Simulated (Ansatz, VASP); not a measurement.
# LuCd: VASP beside Ansatz

One calculation is typed for both programs; each brings its own data sets. How far apart do they land? The cell is taken from a series of runs on this material, whose earlier steps may have relaxed, scaled, displaced or heated it; both programs get it as it stands.

Calculated with Ansatz 0.2.0; plane waves, with VASP 6.6.1 beside it; zone-centre phonons at PBEsol.

## Step 1: The starting structure

It takes space group Pm-3m (No. 221, cubic). The conventional cell has a = 3.612 Å, b = 3.612 Å, c = 3.612 Å, α = 90.00°, β = 90.00°, γ = 90.00°. Lu has 8 Cd at 3.13 Å nearest. Nearest to Cd lie 8 Lu at 3.13 Å. Farther neighbours are not listed.

As a file:

```xyz
2
Lattice="3.6121 0.0000 0.0000 0.0000 3.6121 0.0000 0.0000 0.0000 3.6121" Properties=species:S:1:pos:R:3 pbc="T T T"
Lu    1.8061    1.8061    1.8061
Cd    0.0000    0.0000    0.0000
```

## Step 2: VASP: zone-centre phonons, PBEsol

Second derivatives magnify differences that forces hide, and they need a tight electronic threshold.

Lines of VASP's logs that name or quote its potential files are left out, and so is its time.

INCAR reads:

```
SYSTEM = LuCd
PREC = Accurate
ENCUT = 500
EDIFF = 1E-08
NELM = 120
ISMEAR = 1
SIGMA = 0.27211
LREAL = .FALSE.
ALGO = Normal
GGA = PS
NBANDS = 16
LORBIT = 11
LWAVE = .FALSE.
LCHARG = .FALSE.
ISIF = 2
IBRION = 8
LASPH = .TRUE.
GGA_COMPAT = .FALSE.
KPAR = 2
```

POSCAR reads:

```
LuCd
1.0
    3.6121016920      0.0000000000      0.0000000000
    0.0000000000      3.6121016920      0.0000000000
    0.0000000000      0.0000000000      3.6121016920
Lu Cd
1 1
Direct
    0.5000000000      0.5000000000      0.5000000000
    0.0000000000      0.0000000000      0.0000000000
```

KPOINTS reads:

```
Automatic mesh
0
Gamma
8 8 8
0 0 0
```

Potentials, in the order of the species: Lu_3 and Cd (PBE family, release 64).

On the command line:

```bash
> mpirun -np 2 vasp_std
```

Numbers of over 12 decimals in the logs are rounded to 6 here.

What it wrote:

```text
[banner, memory and clock lines left out]
running    2 mpi-ranks, on    1 nodes
 distrk:  each k-point on    1 cores,    2 groups
 distr:  one band on    1 cores,    1 groups

 POSCAR found type information on POSCAR LuCd
 POSCAR found :  2 types and       2 ions
|                                                                             |
|               ----> ADVICE to this user running VASP <----                  |
|                                                                             |
|     You enforced a specific xc type in the INCAR file but a different       |
|     [... a line on the potential file left out ...]
|     I HOPE YOU KNOW WHAT YOU ARE DOING!                                     |
|                                                                             |

 LDA part: xc-table for (Slater+PW92), standard interpolation
 POSCAR, INCAR and KPOINTS ok, starting setup
 FFT: planning ... GRIDC
 FFT: planning ... GRID_SOFT
 FFT: planning ... GRID
 WAVECAR not read
 entering main loop
       N       E                     dE             d eps       ncg     rms          rms(c)
DAV:   1     0.943541254253E+02    0.94354E+02   -0.10188E+04  1688   0.141E+03
DAV:   2    -0.475125630232E+01   -0.99105E+02   -0.96851E+02  1752   0.501E+02
DAV:   3    -0.696468979899E+01   -0.22134E+01   -0.22102E+01  1616   0.603E+01
DAV:   4    -0.697889326952E+01   -0.14203E-01   -0.14196E-01  1448   0.296E+00
DAV:   5    -0.697920659603E+01   -0.31333E-03   -0.31332E-03  1664   0.458E-01    0.222E+01
DAV:   6    -0.674954147058E+01    0.22967E+00   -0.73663E-01  1640   0.943E+00    0.128E+01
DAV:   7    -0.693897070814E+01   -0.18943E+00   -0.17285E+00  1888   0.366E+00    0.284E+00
DAV:   8    -0.673417198269E+01    0.20480E+00   -0.11044E+01  1824   0.210E+00    0.309E-01
DAV:   9    -0.673384656057E+01    0.32542E-03   -0.54516E-04  1824   0.289E-01    0.173E-01
DAV:  10    -0.677343354132E+01   -0.39587E-01   -0.59138E-04  1752   0.270E-01    0.305E-01
DAV:  11    -0.673377797562E+01    0.39656E-01   -0.63414E+00  1320   0.103E+00    0.574E-02
DAV:  12    -0.673377872750E+01   -0.75188E-06   -0.72772E-06  1824   0.350E-02    0.553E-02
DAV:  13    -0.673377966891E+01   -0.94141E-06   -0.11257E-06  1696   0.110E-02    0.425E-02
DAV:  14    -0.673377967976E+01   -0.10850E-07   -0.29124E-08  1240   0.160E-03    0.398E-02
DAV:  15    -0.673377969482E+01   -0.15058E-07   -0.21433E-09   744   0.825E-04    0.331E-02
DAV:  16    -0.673377974445E+01   -0.49627E-07   -0.58831E-09   832   0.851E-04    0.277E-02
DAV:  17    -0.673377981811E+01   -0.73663E-07   -0.25957E-08  1152   0.159E-03    0.152E-02
DAV:  18    -0.673377985007E+01   -0.31966E-07   -0.86657E-09   800   0.201E-03    0.548E-03
DAV:  19    -0.673377985541E+01   -0.53410E-08   -0.67478E-09   656   0.109E-03
   1 F= -.67337799E+01 E0= -.67334429E+01  d E =-.101093E-02
 Linear response reoptimize wavefunctions to high precision
DAV:   1    -0.857372189075E+01   -0.18399E+01   -0.18399E+01  1528   0.192E-03
DAV:   2    -0.673377985564E+01    0.18399E+01   -0.14249E+01   648   0.146E+00
DAV:   3    -0.673377985563E+01    0.45475E-11   -0.37305E-10   696   0.621E-04
 Linear response DOF=           2
 Linear response progress:
  Degree of freedom:   1/  2
       N       E                     dE             d eps       ncg     rms          rms(c)
RMM:   1    -0.281984804662E+00   -0.28198E+00   -0.23505E+02  2450   0.798E+02
RMM:   2    -0.996043603599E-01    0.18238E+00   -0.21478E-01  5466   0.306E+00    0.148E-01
RMM:   3    -0.100484640524E+00   -0.88028E-03   -0.38514E-03  4906   0.666E-01    0.483E-02
RMM:   4    -0.100476476959E+00    0.81636E-05   -0.86726E-04  5662   0.177E-01    0.137E-02
RMM:   5    -0.100464241454E+00    0.12236E-04   -0.66410E-05  5574   0.410E-02    0.667E-03
RMM:   6    -0.100455190923E+00    0.90505E-05   -0.10999E-05  5561   0.138E-02    0.179E-03
RMM:   7    -0.100452598085E+00    0.25928E-05   -0.25801E-06  5466   0.573E-03    0.491E-04
RMM:   8    -0.100451993435E+00    0.60465E-06   -0.95841E-07  5492   0.225E-03    0.280E-04
RMM:   9    -0.100451707523E+00    0.28591E-06   -0.51335E-07  5839   0.123E-03    0.257E-05
RMM:  10    -0.100451775868E+00   -0.68345E-07   -0.31792E-07  5595   0.940E-04    0.401E-05
RMM:  11    -0.100451844706E+00   -0.68838E-07   -0.26589E-07  5713   0.817E-04    0.133E-05
RMM:  12    -0.100451849000E+00   -0.42932E-08   -0.29524E-07  5413   0.780E-04    0.602E-06
RMM:  13    -0.100451848393E+00    0.60604E-09   -0.25636E-07  5324   0.749E-04    0.147E-06
RMM:  14    -0.100451846878E+00    0.15151E-08   -0.21451E-07  4444   0.734E-04    0.268E-06
RMM:  15    -0.100451843887E+00    0.29910E-08   -0.25183E-07  4059   0.729E-04    0.274E-06
RMM:  16    -0.100451843130E+00    0.75769E-09   -0.25056E-07  3370   0.729E-04    0.345E-06
RMM:  17    -0.100451843786E+00   -0.65643E-09   -0.25299E-07  3048   0.729E-04    0.410E-06
RMM:  18    -0.100451841881E+00    0.19054E-08   -0.25890E-07  3906   0.730E-04    0.368E-06
RMM:  19    -0.100451839403E+00    0.24779E-08   -0.25333E-07  3938   0.732E-04    0.351E-06
 first order change of Fermi-energy   0.14020E-03
 force on displaced ion       1 direction 1 :  -3.357  -0.000  -0.000
 Linear response progress:
  Degree of freedom:   2/  2
       N       E                     dE             d eps       ncg     rms          rms(c)
RMM:   1    -0.422538342748E+00   -0.42254E+00   -0.21942E-01  4570   0.834E+00
RMM:   2    -0.426212554175E+00   -0.36742E-02   -0.12611E-02  4677   0.764E-01    0.968E-02
RMM:   3    -0.426146180576E+00    0.66374E-04   -0.18354E-04  4793   0.118E-01    0.578E-02
RMM:   4    -0.426083699107E+00    0.62481E-04   -0.78150E-05  4936   0.778E-02    0.808E-03
RMM:   5    -0.426075483140E+00    0.82160E-05   -0.30136E-06  5189   0.185E-02    0.497E-03
RMM:   6    -0.426047808417E+00    0.27675E-04   -0.16877E-06  4792   0.187E-02    0.872E-04
RMM:   7    -0.426042189505E+00    0.56189E-05   -0.52117E-07  5087   0.496E-03    0.524E-04
RMM:   8    -0.426034866408E+00    0.73231E-05   -0.43214E-07  5112   0.198E-03    0.630E-05
RMM:   9    -0.426034061411E+00    0.80500E-06   -0.42163E-07  4956   0.128E-03    0.366E-05
RMM:  10    -0.426034324883E+00   -0.26347E-06   -0.42064E-07  5249   0.995E-04    0.205E-05
RMM:  11    -0.426034449787E+00   -0.12490E-06   -0.42029E-07  5186   0.940E-04    0.332E-06
RMM:  12    -0.426034468530E+00   -0.18744E-07   -0.41821E-07  4899   0.919E-04    0.175E-06
RMM:  13    -0.426034474225E+00   -0.56943E-08   -0.39654E-07  4914   0.900E-04    0.800E-07
RMM:  14    -0.426034476953E+00   -0.27284E-08   -0.41041E-07  3803   0.893E-04    0.274E-07
RMM:  15    -0.426034478646E+00   -0.16926E-08   -0.41958E-07  3070   0.894E-04    0.663E-08
 first order change of Fermi-energy  -0.22771E-04
 force on displaced ion       2 direction 1 :  -3.347  -0.000   0.000
 Linear response finished
```

From OUTCAR (step 2):

```text
ion  position               nearest neighbor table
   1  0.500  0.500  0.500-   2 3.13   2 3.13   2 3.13   2 3.13   2 3.13   2 3.13   2 3.13   2 3.13

  LATTYP: Found a simple cubic cell.
 ALAT       =     3.6121016920

 Subroutine GETGRP returns: Found 48 space group operations
 (whereof 48 operations were pure point group operations)

The static configuration has the point symmetry O_h .

 Found     35 irreducible k-points:

   k-points           NKPTS =     35   k-points in BZ     NKDIM =     35   number of bands    NBANDS=     16

   dimension x,y,z NGX =    28 NGY =   28 NGZ =   28
   dimension x,y,z NGXF=    56 NGYF=   56 NGZF=   56

   ENCUT  =  500.0 eV  36.75 Ry    6.06 a.u.   6.59  6.59  6.59*2*pi/ulx,y,z

   NELECT =      21.0000    total number of electrons

 k-points in reciprocal lattice and weights: Automatic mesh
   0.00000000  0.00000000  0.00000000       0.002
   0.12500000  0.00000000  0.00000000       0.012
   0.25000000  0.00000000  0.00000000       0.012
   0.37500000  0.00000000  0.00000000       0.012
   0.50000000  0.00000000  0.00000000       0.006
   0.12500000  0.12500000  0.00000000       0.023
   0.25000000  0.12500000  0.00000000       0.047
   0.37500000  0.12500000  0.00000000       0.047
   0.50000000  0.12500000  0.00000000       0.023
[...]
0.50000000  0.50000000  0.37500000       0.012
   0.50000000  0.50000000  0.50000000       0.002

 average (electrostatic) potential at core
       1 -32.5107       2 -38.6405

  Total       -0.0814504     -0.0814504     -0.0814504      0.0000000      0.0000000     -0.0000000
  in kB       -2.7690066     -2.7690066     -2.7690066      0.0000000      0.0000000     -0.0000000
  external PRESSURE =      -2.7690066 kB  Pullay stress =       0.0000000 kB

  energy-cutoff  :      500.00
  volume of cell :       47.13
      direct lattice vectors                 reciprocal lattice vectors
     3.612101692  0.000000000  0.000000000     0.276847134  0.000000000  0.000000000
     0.000000000  3.612101692  0.000000000     0.000000000  0.276847134  0.000000000
     0.000000000  0.000000000  3.612101692     0.000000000  0.000000000  0.276847134

 POSITION                                       TOTAL-FORCE (eV/Angst)
 -----------------------------------------------------------------------------------
      1.80605      1.80605      1.80605         0.000000      0.000000      0.000000
      0.00000      0.00000      0.00000         0.000000      0.000000      0.000000
 -----------------------------------------------------------------------------------
    total drift:                               -0.000000      0.000000      0.000000

 Eigenvectors and eigenvalues of the dynamical matrix
 ----------------------------------------------------

   1 f  =    3.459126 THz    21.734330 2PiTHz  115.384027 cm-1    14.305790 meV
             X         Y         Z           dx          dy          dz
      1.806051  1.806051  1.806051     0.625992   -0.000000    0.000000
      0.000000  0.000000  0.000000    -0.779830    0.000000    0.000000

   2 f  =    3.459126 THz    21.734330 2PiTHz  115.384027 cm-1    14.305790 meV
             X         Y         Z           dx          dy          dz
      1.806051  1.806051  1.806051     0.000000   -0.625992   -0.000000
      0.000000  0.000000  0.000000     0.000000    0.779830    0.000000

   3 f  =    3.459126 THz    21.734330 2PiTHz  115.384027 cm-1    14.305790 meV
             X         Y         Z           dx          dy          dz
      1.806051  1.806051  1.806051     0.000000    0.000000   -0.625992
      0.000000  0.000000  0.000000    -0.000000    0.000000    0.779830

   4 f/i=    0.002497 THz     0.015688 2PiTHz    0.083284 cm-1     0.010326 meV
             X         Y         Z           dx          dy          dz
      1.806051  1.806051  1.806051     0.000000   -0.779830   -0.000000
      0.000000  0.000000  0.000000     0.000000   -0.625992    0.000000

   5 f/i=    0.002497 THz     0.015688 2PiTHz    0.083284 cm-1     0.010326 meV
             X         Y         Z           dx          dy          dz
      1.806051  1.806051  1.806051    -0.000000   -0.000000    0.779830
      0.000000  0.000000  0.000000     0.000000    0.000000    0.625992

   6 f/i=    0.002497 THz     0.015688 2PiTHz    0.083284 cm-1     0.010326 meV
             X         Y         Z           dx          dy          dz
      1.806051  1.806051  1.806051    -0.779830   -0.000000    0.000000
      0.000000  0.000000  0.000000    -0.625992    0.000000    0.000000

 ELASTIC MODULI CONTR FROM IONIC RELAXATION (kBar)
 Direction    XX          YY          ZZ          XY          YZ          ZX
 --------------------------------------------------------------------------------
 XX           0.0000      0.0000      0.0000      0.0000      0.0000      0.0000
 YY           0.0000      0.0000      0.0000      0.0000      0.0000      0.0000
 ZZ           0.0000      0.0000      0.0000      0.0000      0.0000      0.0000
 XY           0.0000      0.0000      0.0000      0.0000      0.0000      0.0000
 YZ           0.0000      0.0000      0.0000      0.0000      0.0000      0.0000
 ZX           0.0000      0.0000      0.0000      0.0000      0.0000      0.0000
 --------------------------------------------------------------------------------
```

The data set Lu_3 holds the 4f electrons frozen in the core, so no f bands or f moments appear.

(Continued in part 2 of 2.)

[Lines on the potential files, build, host, timing and source positions are cut from VASP's logs without a mark.]

[Logs are printed without paths, hosts, clocks, repeated set-up lines and the standing remarks that a program may print on its own settings, such as how far it seeks lower states.]

[Hosts, paths, dates, database ids (printed as entryN), source tags and the programs' standing remarks are cut or masked in the printed files.]
